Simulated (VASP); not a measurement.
## Ir: transverse stress against strain

Ir (fcc, Fm-3m, 14.293 Å³/atom and stress up to 0.14 GPa in the relaxed cell, cube axes along x, y and z) under a strain ε along a cube axis (axis z), the other axes held. r2SCAN in VASP (plane waves, PAW), 480 eV, 20×20×20 Γ-centred mesh, Methfessel-Paxton smearing 0.10 eV. Stress is positive for a compressed cell.

Here s stands for strain and y for stress xx.

| strain (%) | stress xx (GPa) |
|---|---|
| -1.50 | 3.82 |
| -1.00 | 2.43 |
| -0.50 | 1.12 |
| 0.00 | -0.14 |
| 0.50 | -1.36 |
| 1.00 | -2.52 |
| 1.50 | -3.63 |
| 3.00 | ? |

Q: Using a straight line, estimate the missing y at s = 3.00 from the other rows, showing the fit.

A: Means: s 0, y -0.040. About the means, the sum of products is -17.365 and the sum of squares of s is 7.0000; the slope is their ratio. Least squares gives y = -0.040 - 2.4807·s. Residuals (row less fit): 0.139, -0.011, -0.080, -0.100, -0.080, 0.001, 0.131; standard error 0.109 (degrees of freedom: 5). The slope gives the elastic constant C12 = about 250 GPa. At the withheld row, y = -0.040 - 2.4807 × 3.0 = -7.482 GPa. The calculation gives -6.75 GPa, 0.732 GPa above the prediction (6.9 % of the range of y in the table). The row lies outside the fitted rows, so this is an extrapolation. From the scatter of the fitted rows alone, a prediction at this place has a standard error of 0.170 GPa, so the miss is 4.3 times that.

A polynomial of degree 2 through the 12 other runs of the series gives -6.65 there, so most of the miss is curvature that the fit leaves out. In a metal these values are sensitive to mesh and smearing; energies are taken to zero smearing, stresses follow the free energy. The runs aren't spin-polarised. Spin-orbit coupling is left out, which can shift these values for the heavy elements here. Rows are the converged runs of the series near zero and its far end; series whose fitted rows scatter by over a few per cent of the range, as at a crossing or softening among them, aren't shown in this form, nor equations of state whose B0' disagrees with the runs' pressures. Most that stay on the fit to the last digits aren't either.
